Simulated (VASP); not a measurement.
MoS₂ (2H layered): the band gap from VASP (plane waves, PAW) at several levels of theory. Gaps are without spin-orbit coupling. Each level names its cell: its own relaxed one, PBE's, or the starting one. A gap is the smallest over the k-mesh and a band path; hybrids may have named points in place of the path, and GW has the mesh alone. Without a dispersion term in the relaxation, distances and binding between the weakly bound layers, chains or molecules are unreliable, and so is what depends on them. mBJ is a potential without an energy functional, so only the levels count.

| level | band gap (eV) | error against measurement (eV) |
|---|---|---|
| LDA (own cell) | 0.72 | -0.57 |
| PBE (own cell) [volume +15 % from the start] | 1.35 | +0.06 |
| PBEsol (own cell) | 0.98 | -0.31 |
| RPBE (own cell) [volume +35 % from the start] | 1.44 | +0.15 |
| AM05 (own cell) [volume +30 % from the start] | 1.79 | +0.50 |
| PBE-D3(BJ) (own cell) | 0.77 | -0.52 |
| PBE-D4 (own cell) | 0.84 | -0.45 |
| optB88-vdW (own cell) | 0.91 | -0.38 |
| rev-vdW-DF2 (own cell) | 0.84 | -0.45 |
| SCAN (own cell) | 1.19 | -0.10 |
| r2SCAN (own cell) | 1.18 | -0.11 |
| mBJ (TB09) (PBE cell) [volume +15 % from the start] | 1.42 | +0.13 |

Measured: 1.29 eV (as given by Wei Chen et al., Physical Review Materials (2018), doi:10.1103/physrevmaterials.2.073803).

The cell of the LDA (own cell) run:

```
MoS2
1.0
    1.56185    -2.70521     0.00000
    1.56185     2.70521     0.00000
    0.00000     0.00000    12.06904
Mo S
2 4
Direct
  0.33333   0.66667   0.25000
  0.66667   0.33333   0.75000
  0.33333   0.66667   0.87876
  0.66667   0.33333   0.37876
  0.66667   0.33333   0.12124
  0.33333   0.66667   0.62124
```

Only levels that ran to the end are used. Left out are those held back, those with too coarse a band path, GW runs whose mesh misses a band edge, hybrids' fits of cells that aren't cubic and levels without matching references; a question may draw on a part of the rest.

The compound is MoS2 in the 2H layered structure.
